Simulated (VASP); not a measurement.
Consider the following.

```xyz
1
Lattice="-1.6065 1.6065 1.6065 1.6065 -1.6065 1.6065 1.6065 1.6065 -1.6065" Properties=species:S:1:pos:R:3 pbc="T T T"
Mo     0.0000     0.0000     0.0000
```

Level of theory: PBE GGA, VASP's PBE PAW potentials (set 64) (plane waves; VASP 6.6.1). Numerical set-up: 400 eV cut-off, 14×14×14 Γ-centred mesh, first-order Methfessel-Paxton smearing of 0.50 eV, potentials Mo_sv.

**Question.** Give the stress tensor in GPa (positive for a compressed cell).

**Answer.** 
```
-11.78    0.00    0.00
  0.00  -11.78    0.00
  0.00    0.00  -11.78
```
The pressure is its mean diagonal, -11.78 GPa.

The compound is Mo in the bcc structure. The cell was not relaxed at this level. The run is one of a series of settings (SIGMA = 0.5 against the base run), some of them coarse on purpose.
